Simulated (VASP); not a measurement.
# A VASP study of Ruthenium (PBE + D3(BJ)): structure first, properties next

What structure and properties does PBE + D3(BJ) give Ruthenium, and how near are they to the measured ones? The steps: relaxing cell and atoms (PBE + D3(BJ)), second relaxation, density, ELF and potential (PBE + D3(BJ)), band structure (PBE + D3(BJ)), density of states (PBE + D3(BJ)), vibrations at Γ (PBE + D3(BJ)) and electric field gradients (PBE + D3(BJ)). The start is a cell from a database of measured crystal structures.

Program: VASP 6.6.1. Level of theory: PBE with D3(BJ); plane waves and PAW (Ru_pv). Results are calculated unless marked as measured.

**Measured values to reproduce.**

“A solution for 4-propylguaiacol hydrodeoxygenation without ring saturation” (2024, pmc:11283461) quotes from earlier work for Ru, hexagonal close-packed (bulk Ru, literature reference value): lattice constant a (a = b of bulk hcp Ru, quoted experimental value) 2.706 Å [Quoted literature experimental value in the paper's computational methods; no source or …].

This is a report of a sequence of runs, with most program output left out.

### Step 1. The starting structure

Before any relaxation, the start is as follows. It takes space group P6_3/mmc (No. 194, hexagonal). The conventional cell has a = 2.706 Å, b = 2.706 Å, c = 4.282 Å, α = 90.00°, β = 90.00°, γ = 120.00°. Nearest to Ru lie 12 Ru at 2.65 to 2.71 Å.

As a file:

```cif
data_structure
_symmetry_space_group_name_H-M 'P 1'
_symmetry_Int_Tables_number 1
_cell_length_a 2.7058
_cell_length_b 2.7058
_cell_length_c 4.2819
_cell_angle_alpha 90.000
_cell_angle_beta 90.000
_cell_angle_gamma 120.000
_cell_volume 27.15
loop_
_atom_site_label
_atom_site_type_symbol
_atom_site_fract_x
_atom_site_fract_y
_atom_site_fract_z
_atom_site_occupancy
Ru1 Ru 0.33333 0.66667 0.25000 1
Ru2 Ru 0.66667 0.33333 0.75000 1
```

### Step 2. Relaxing cell and atoms (PBE + D3(BJ))

Properties are meant for the cell that this level of theory prefers, so cell and atoms are relaxed first (ISIF = 3) until forces and stress are small; EDIFFG sets the threshold. PBE, the usual starting point, adds the gradient of the density. A dispersion term adds the long-range attraction that semilocal functionals lack. D3 with Becke-Johnson damping keeps a finite attraction at short range.

Input file INCAR:

```
SYSTEM = Ru
PREC = Accurate
ENCUT = 400
EDIFF = 1E-06
NELM = 100
ISMEAR = 1
SIGMA = 0.2
LREAL = .FALSE.
ALGO = Normal
GGA = PE
IVDW = 12
NBANDS = 20
LASPH = .TRUE.
LORBIT = 11
LWAVE = .FALSE.
LCHARG = .FALSE.
KPAR = 2
IBRION = 2
NSW = 60
ISIF = 3
EDIFFG = -0.01
```

Input file POSCAR:

```
Ru
1.0
    2.7058000000      0.0000000000      0.0000000000
   -1.3529000000      2.3432915376      0.0000000000
    0.0000000000      0.0000000000      4.2819000000
Ru
2
Direct
    0.3333333333      0.6666666667      0.2500000000
    0.6666666667      0.3333333333      0.7500000000
```

Input file KPOINTS:

```
Automatic mesh
0
Gamma
11 11 6
0 0 0
```

Potentials, in the order of the species: Ru_pv (PBE family, release 64).

Launch:

```bash
> mpirun -np 2 vasp_std
```

It took 34 s on 2 MPI ranks of Intel Xeon Platinum 8488C (Sapphire Rapids), shared host; peak memory 0.3 GiB; 65 s of CPU time.

The k-mesh is coarse for a metal. Dispersion corrections of this kind ignore metallic screening and tend to overbind metals. The run keeps the 24 symmetry operations of its start, so it cannot find a distortion of lower symmetry.

Relaxation path:

```
step  energy less that of the first step (eV)  largest force (eV/Å)  pressure (GPa)  volume (Å³)
   1                                   0.0000                0.0000           -4.17        27.15
   2                                   0.0413                0.0000           14.84        25.78
   3                                  -0.0044                0.0000           -0.07        26.82
   4                                  -0.0044                0.0000            0.01        26.81
   5                                  -0.0044                0.0000            0.01        26.81
```

```
conventional cell, symmetrised  before  after  change
                         a (Å)   2.706  2.694  -0.4 %
                         b (Å)   2.706  2.694  -0.4 %
                         c (Å)   4.282  4.267  -0.4 %
              volume (Å³/atom)   13.57  13.40  -1.3 %
```

The relaxed structure:

```
Ru
1.0
     2.69364    0.00000    0.00000
    -1.34682    2.33276    0.00000
     0.00000    0.00000    4.26662
Ru
2
Direct
  0.33333 0.66667 0.25000
  0.66667 0.33333 0.75000
```

This step gave:

```
electrons                              : 28
bands                                  : 20
irreducible k-points                   : 64
symmetry operations                    : 24
free energy (TOTEN)                    : -19.70 eV
energy at zero smearing                : -19.70 eV
Fermi energy                           : 13.00 eV
pressure                               : 0.01076 GPa
metallic, judged on the points sampled : yes
SCF cycles over all ionic steps        : 33
```

It ends with forces that vanish by symmetry and a pressure of 0.01 GPa. The volume lies -1.3 % from that of the database's start, part of which can be the thermal and zero-point expansion of its experiment.

### Step 3. Second relaxation

The basis stayed that of the start cell while the cell moved. A rerun from the cell reached resets it; the error of the finite cutoff stays.

INCAR is that of step 2.

Input file POSCAR:

```
Ru
1.0
    2.6936359323      0.0000000000      0.0000000000
   -1.3468179662      2.3327571460      0.0000000000
    0.0000000000      0.0000000000      4.2666162415
Ru
2
Direct
    0.3333333333      0.6666666667      0.2500000000
    0.6666666667      0.3333333333      0.7500000000
```

KPOINTS is that of step 2.

Launch:

```bash
> mpirun -np 2 vasp_std
```

Run time: 21 s. Hardware: 2 MPI ranks; peak memory 0.29 GiB.

Little changed from the start: no atom moved by 0.005 Å and no cell edge by 0.1 %.

This step gave:

| Quantity | Value |
| --- | --- |
| pressure | 0.01072 GPa |
| SCF cycles over all ionic steps | 22 |

It ends with forces that vanish by symmetry and a pressure of 0.01 GPa. The volume moved by only 0.02 %, so the volume is settled.

### Step 4. Density, ELF and potential (PBE + D3(BJ))

A single point on the relaxed cell gives a clean self-consistent state, with density, ELF and potential written out.

Edit INCAR of step 3 so:

```diff
@@ -15,7 +15,5 @@
 LWAVE = .FALSE.
-LCHARG = .FALSE.
-KPAR = 2
-IBRION = 2
-NSW = 60
-ISIF = 3
-EDIFFG = -0.01
+LCHARG = .TRUE.
+ISIF = 2
+LELF = .TRUE.
+LVHAR = .TRUE.
```

Input file POSCAR:

```
Ru
1.0
    2.6936568683      0.0000000000      0.0000000000
   -1.3468284342      2.3327752771      0.0000000000
    0.0000000000      0.0000000000      4.2656651214
Ru
2
Direct
    0.3333333333      0.6666666667      0.2500000000
    0.6666666667      0.3333333333      0.7500000000
```

KPOINTS is that of step 3.

Launch:

```bash
> mpirun -np 2 vasp_std
```

The job ended after 12 s (2 MPI ranks; peak memory 0.25 GiB).

This step gave:

| Quantity | Value |
| --- | --- |
| SCF cycles | 12 |
| pressure | 0.02997 GPa |

Valence electrons inside each PAW sphere by angular momentum. Sphere charges, by row:

```
atom  s (e)  p (e)  d (e)  tot (e)
 Ru1  0.411  6.322  5.966     12.7
 Ru2  0.411  6.322  5.966     12.7
```

ELF in the ac plane at fractional y = 0.333, with atoms of Ru within 0.2 Å of it. It is the smooth field of the valence electrons, not physical close to the nuclei.

Ten even steps from '_' (0.00) to '@' (0.45):
```
**********++++**********++++
++++****++++**%%@@@@@@%%##**
++++****++**%%@@@@%%%%@@@@##
**++****++##@@@@++::::**@@%%
**++****++##@@##..____--%%@@
**++****++##@@##..____--%%@@
**++****++##@@@@++::::**@@%%
++++****++**%%@@@@%%%%@@@@##
++++****++++**%%@@@@@@%%##**
**********++++**********++++
****++++******++++++++++++**
**++====++********++++******
++++++++++++****########****
++********++++****####****++
**########**++++********++++
**%%%%%%##**++++++****++++++
**%%%%%%##**++++++****++++++
**########**++++********++++
++********++++****####****++
++++++++++++****########****
**++====++********++++******
****++++******++++++++++++**
```
Columns run along a (2.7 Å), rows up along c (4.3 Å). Atoms in or near the plane, at fractional coordinates: Ru at (0.67, 0.75).

Valence density in the ac plane at fractional y = 0.333, with atoms of Ru within 0.2 Å of it. It is the smooth field of the valence electrons, not physical close to the nuclei.

Ten even steps from '0' (0.3 e/Å³) to '9' (8.0 e/Å³):
```
00000000011000
00000001233210
00000013566421
00000125898742
00000137999852
00000137999852
00000125898742
00000013566421
00000001233210
00000000011000
00000000000000
00000000000000
00000000000000
00000000000000
01111000000000
01211000000000
01211000000000
01111000000000
00000000000000
00000000000000
00000000000000
00000000000000
```
Columns run along a (2.7 Å), rows up along c (4.3 Å). Atoms in or near the plane, at fractional coordinates: Ru at (0.67, 0.75).

Electrostatic potential energy in the ac plane at fractional y = 0.333, with atoms of Ru within 0.2 Å of it. With pseudopotentials it is smooth inside the atoms' cores, unlike the true potential.

Ten even steps from '0' (-65 eV) to '9' (0 eV):
```
99999987656679
99999865333457
89999743111235
69998631000024
68998520000013
68998520000013
69998631000024
89999743111235
99999865333457
99999987656679
99999999888999
99999999999999
98888999999999
87667899999999
65556789999998
65445689999997
65445689999997
65556789999998
87667899999999
98888999999999
99999999999999
99999999888999
```
Columns run along a (2.7 Å; values clipped at the 3rd and 97th percentile), rows up along c (4.3 Å). Atoms in or near the plane, at fractional coordinates: Ru at (0.67, 0.75).

In this run the pressure is 0.03 GPa, small enough to go on; single stress components reach 0.05 GPa.

### Step 5. Band structure (PBE + D3(BJ))

Levels along the symmetry lines show where the bands peak and cross; KPOINTS_OPT computes them in the converged potential.

Input file INCAR:

```
SYSTEM = Ru
PREC = Accurate
ENCUT = 400
EDIFF = 1E-06
NELM = 100
ISMEAR = 1
SIGMA = 0.2
LREAL = .FALSE.
ALGO = Normal
GGA = PE
IVDW = 12
NBANDS = 26
LASPH = .TRUE.
LORBIT = 11
LWAVE = .FALSE.
LCHARG = .FALSE.
KPAR = 2
```

POSCAR is that of step 4.

KPOINTS is that of step 4.

Input file KPOINTS_OPT:

```
Line mode
16
Line-mode
Reciprocal
  0.00000000   0.00000000   0.00000000 GAMMA
  0.50000000   0.00000000   0.00000000 M

  0.50000000   0.00000000   0.00000000 M
  0.33333333   0.33333333   0.00000000 K

  0.33333333   0.33333333   0.00000000 K
  0.00000000   0.00000000   0.00000000 GAMMA

  0.00000000   0.00000000   0.00000000 GAMMA
  0.00000000   0.00000000   0.50000000 A

  0.00000000   0.00000000   0.50000000 A
  0.50000000   0.00000000   0.50000000 L

  0.50000000   0.00000000   0.50000000 L
  0.33333333   0.33333333   0.50000000 H

  0.33333333   0.33333333   0.50000000 H
  0.00000000   0.00000000   0.50000000 A

  0.50000000   0.00000000   0.50000000 L
  0.50000000   0.00000000   0.00000000 M

  0.33333333   0.33333333   0.00000000 K
  0.33333333   0.33333333   0.50000000 H
```

Launch:

```bash
> mpirun -np 2 vasp_std
```

Elapsed: 27 s, on 2 MPI ranks; peak memory 0.33 GiB.

Spin-orbit coupling is off here; it would split degenerate levels.

This step gave:

| Property | Result |
| --- | --- |
| SCF cycles | 11 |
| bands | 26 |
| pressure | 0.04927 GPa |

The electronic bands at the labelled points (eV, zero at the Fermi level; # counts the bands kept in this run):

```
          point     #5     #6     #7     #8     #9    #10   #11   #12
              Γ  -2.40  -1.87  -1.87  -1.33  -1.33   1.28  1.28  1.38
0.53 of the way  -2.38  -2.33  -1.54  -0.60  -0.35  -0.08  1.83  8.01
              M  -2.04  -1.73  -1.47   1.54   1.96   2.03  4.22  6.30
0.47 of the way  -2.57  -2.23  -1.38   1.32   1.61   1.77  5.04  6.84
              K  -2.81  -2.81  -1.02   1.10   1.10   1.54  7.19  7.42
0.47 of the way  -2.88  -2.24  -1.49  -0.74   0.28   1.20  1.71  9.23
              Γ  -2.40  -1.87  -1.87  -1.33  -1.33   1.28  1.28  1.38
0.47 of the way  -2.67  -2.19  -2.19  -0.64  -0.64  -0.30  1.27  1.27
              A  -2.73  -2.73  -2.68  -2.68   0.63   0.63  0.63  0.63
0.47 of the way  -2.41  -2.41  -1.64  -1.64   0.58   0.58  1.72  1.72
              L  -1.00  -1.00   0.53   0.53   1.80   1.80  3.52  3.52
0.53 of the way  -2.23  -2.23  -0.46  -0.46   1.52   1.52  6.06  6.06
              H  -2.68  -2.68  -1.14  -1.14   1.33   1.33  8.64  8.64
0.53 of the way  -3.04  -3.04  -1.40  -1.40   0.98   0.98  2.05  2.05
              A  -2.73  -2.73  -2.68  -2.68   0.63   0.63  0.63  0.63
      jump to L  -1.00  -1.00   0.53   0.53   1.80   1.80  3.52  3.52
0.53 of the way  -2.53  -1.40   0.68   0.99   1.70   1.92  3.21  5.64
              M  -2.04  -1.73  -1.47   1.54   1.96   2.03  4.22  6.30
      jump to K  -2.81  -2.81  -1.02   1.10   1.10   1.54  7.19  7.42
0.47 of the way  -2.76  -2.76  -1.16   0.38   1.23   1.23  7.83  7.83
              H  -2.68  -2.68  -1.14  -1.14   1.33   1.33  8.64  8.64
```

There is no gap at this level.

### Step 6. Density of states (PBE + D3(BJ))

Here the states are counted by energy and projected on the atoms. The mesh is finer than in the run before.

Edit INCAR of step 5 so:

```diff
@@ -5,3 +5,3 @@
 NELM = 100
-ISMEAR = 1
+ISMEAR = -5
 SIGMA = 0.2
@@ -17 +17,2 @@
 KPAR = 2
+NEDOS = 2001
```

POSCAR is that of step 5.

Input file KPOINTS:

```
Automatic mesh
0
Gamma
17 17 9
0 0 0
```

Launch:

```bash
> mpirun -np 2 vasp_std
```

Run time: 32 s. Hardware: 2 MPI ranks; peak memory 0.37 GiB.

With tetrahedra the forces and stress of a metal are not exact derivatives of the energy.

Numbers from this step:

```yaml
scf_cycles: 12
irreducible_k_points: 165
free_energy_toten: -19.71 eV
fermi_energy: 13.08 eV
pressure: 0.01772 GPa
dos_at_the_fermi_level_one_point_of_the_energy_grid: 1.646 states/eV/cell
```

The density of states has structure finer than the step of the table below, so its rows give means over 1 eV, whole bins alone (the curve runs from -12.0 to 7.95 eV). Peaks (eV: height): total -2.9: 4.18, -2.3: 4.11, 1.3: 3.93, 1.6: 4.26; Ru d -2.9: 3.39, -2.3: 3.41, 1.3: 3.70, 1.6: 4.02; Ru p -4.5: 0.178, -3.7: 0.180, -2.9: 0.207, -1.5: 0.216; Ru s -5.9: 0.438, -4.5: 0.165, -2.3: 0.0786, 7.3: 0.0651.

States under -12.0 eV and over 8.0 eV are left out. The density of states by energy, zero at the Fermi level; means over each step; values in states/eV/cell:

```
energy (eV)   total     Ru d     Ru p    Ru s
         -9       0        0        0       0
         -8  0.0299   3.7e-5   5.1e-4  0.0178
         -7   0.153  0.00547  0.00702  0.0825
         -6    2.00     1.21   0.0545   0.293
         -5    2.51     1.73    0.102   0.201
         -4    2.66     1.98    0.144  0.0832
         -3    2.50     2.01    0.115  0.0424
         -2    3.14     2.53    0.166  0.0549
         -1    2.14     1.73    0.127  0.0274
          0    1.67     1.45   0.0638  0.0143
          1    2.69     2.51   0.0410  0.0181
          2    1.74     1.57   0.0504  0.0313
          3   0.505    0.311   0.0802  0.0360
          4   0.497    0.263    0.105  0.0384
          5   0.441    0.202    0.114  0.0347
          6   0.423    0.172    0.126  0.0331
          7   0.446    0.163    0.140  0.0442
```

The finer mesh and the other smearing move the Fermi level by +0.08 eV from the 11×11×6 run, one measure of the sampling error in the zero of the bands above. Of the states within 0.3 eV of the Fermi level, the largest shares in the PAW spheres are Ru d 87 %. The rest lies in smaller channels or between the spheres.

### Step 7. Vibrations at Γ (PBE + D3(BJ))

Zone-centre modes test whether the atoms sit at a minimum within this cell. IBRION = 6 takes the force constants from differences of forces between displaced cells, so the forces must be tight.

Input file INCAR:

```
SYSTEM = Ru
PREC = Accurate
ENCUT = 400
EDIFF = 1E-08
NELM = 100
ISMEAR = 1
SIGMA = 0.2
LREAL = .FALSE.
ALGO = Normal
GGA = PE
IVDW = 12
NBANDS = 20
LASPH = .TRUE.
LORBIT = 11
LWAVE = .FALSE.
LCHARG = .FALSE.
KPAR = 2
IBRION = 6
NFREE = 2
POTIM = 0.015
ISIF = 2
NSW = 1
```

POSCAR is that of step 6.

Input file KPOINTS:

```
Automatic mesh
0
Gamma
16 16 9
0 0 0
```

Launch:

```bash
> mpirun -np 2 vasp_std
```

The job ended after 2.8 min (2 MPI ranks; peak memory 0.82 GiB).

The last energy, forces, stress and levels in OUTCAR belong to the last displaced cell, not to the cell of POSCAR.

This step gave:

```
bands                     : 20
irreducible k-points      : 150
pressure of the cell      : -0.1136 GPa
largest force of the cell : 0 eV/Å
```

Modes at Γ:

```
mode  frequency (cm⁻¹)  symmetry
   1               0.0  acoustic
   2               0.0  acoustic
   3               0.0  acoustic
   4             208.8       E2g
   5             208.8       E2g
   6             266.6        Bg
```

Displacements in mode 5 (208.8 cm⁻¹), the largest set to 1:
```
Ru1 -0.31  1.00  0.00
Ru2  0.31 -1.00  0.00
```

Displacements in mode 6 (266.6 cm⁻¹), the largest set to 1:
```
Ru1  0.00  0.00 -1.00
Ru2  0.00  0.00  1.00
```

The three acoustic modes come out at zero, and all others are real. By the characters of their eigenvectors the optical modes sort into (cm⁻¹) Raman active: E2g 209; silent: Bg 267. B labels carry no number here, since it depends on the setting of the axes. With a centre of inversion no mode is active in both.

### Step 8. Electric field gradients (PBE + D3(BJ))

Field gradients probe how far the charge around each nucleus departs from cubic symmetry; LASPH keeps the non-spherical terms inside the spheres.

Edit INCAR of step 7 so:

```diff
@@ -3,3 +3,3 @@
 ENCUT = 400
-EDIFF = 1E-08
+EDIFF = 1E-07
 NELM = 100
@@ -17,6 +17,2 @@
 KPAR = 2
-IBRION = 6
-NFREE = 2
-POTIM = 0.015
-ISIF = 2
-NSW = 1
+LEFG = .TRUE.
```

POSCAR is that of step 7.

Input file KPOINTS:

```
Automatic mesh
0
Gamma
11 11 6
0 0 0
```

Launch:

```bash
> mpirun -np 2 vasp_std
```

The job ended after 8.4 s (2 MPI ranks; peak memory 0.29 GiB; 16 s of CPU time).

Numbers from this step:

| Property | Result |
| --- | --- |
| SCF cycles | 13 |
| irreducible k-points | 64 |
| free energy (TOTEN) | -19.70 eV |
| Fermi energy | 13.00 eV |
| pressure | 0.03947 GPa |

Electric field gradients, by row:

```
atom  Vxx (V/Å²)  Vyy (V/Å²)  Vzz (V/Å²)  asymmetry
 Ru1       6.095       6.094      -12.19          0
 Ru2       6.095       6.094      -12.19          0
```

The largest gradient, -12.19 V/Å², sits on Ru1 and like sites; times the quadrupole moment of a nucleus that has one, it gives the coupling that NMR and NQR see.

### Step 9. Results

```json
{
  "relaxed volume": "13.40 Å³/atom",
  "relaxed conventional cell a, b, c": "2.694, 2.694, 4.266 Å; angles 90.0, 90.0, 120.0°",
  "space group after relaxing, within 0.02 Å": "P6_3/mmc (No. 194)",
  "band gap": "none, a metal",
  "DOS at the Fermi level": "1.65 states/eV/cell",
  "highest zone-centre mode": "267 cm⁻¹",
  "largest field gradient Vzz": "-12.19 V/Å² on Ru1"
}
```

What this shows: With PBE + D3(BJ), Ruthenium relaxes to 13.40 Å³/atom in space group P6_3/mmc (held by the symmetry of the run) and comes out as a metal. Against the listed cell the volume lies -1.3 % (a -0.4 %, c -0.4 %). Band structure (PBE + D3(BJ)): Of the bands kept, 4 cross the Fermi level on this path. Vibrations at Γ (PBE + D3(BJ)): The highest mode in this list at Γ lies at 266.6 cm⁻¹. Spin-orbit coupling is left out; it would split some degenerate bands. The k-sampling is coarse for a metal, so the Fermi level, pressures and the shape of the cell carry errors. Modes at Γ alone can't show that the crystal is stable at other wave vectors. No search among competing phases was made. All values are for a static lattice at zero temperature.

Calculation against experiment:

| quantity | measured | PBE with D3(BJ) |
| --- | --- | --- |
| lattice constant a (Å) | 2.706 | 2.694 (-0.5 %) |
| lattice constant c (Å) | not in our table of this source | 4.266 |

Measured values from pmc:11283461 (2024).

**Verdict.** The lattice constant a is off by -0.5 %: good agreement. The grades are ours: good and fair within 0.7 and 1.5 % for the lattice constant a. For lattice constants the calculation has a static lattice, without zero-point motion or thermal expansion.

[Lines on the potential files, build, host, timing and source positions are cut from VASP's logs without a mark.]

[Logs are printed without paths, hosts, clocks, repeated set-up lines and the standing remarks that a program may print on its own settings, such as how far it seeks lower states.]

[Hosts, paths, dates, database ids (printed as entryN), source tags and the programs' standing remarks are cut or masked in the printed files.]

[A measured line is paired with the nearest computed mode of its activity, which favours agreement.]

[In band tables of VASP the shares of atoms and orbitals are scaled to a sum of 1 inside the atoms' spheres.]
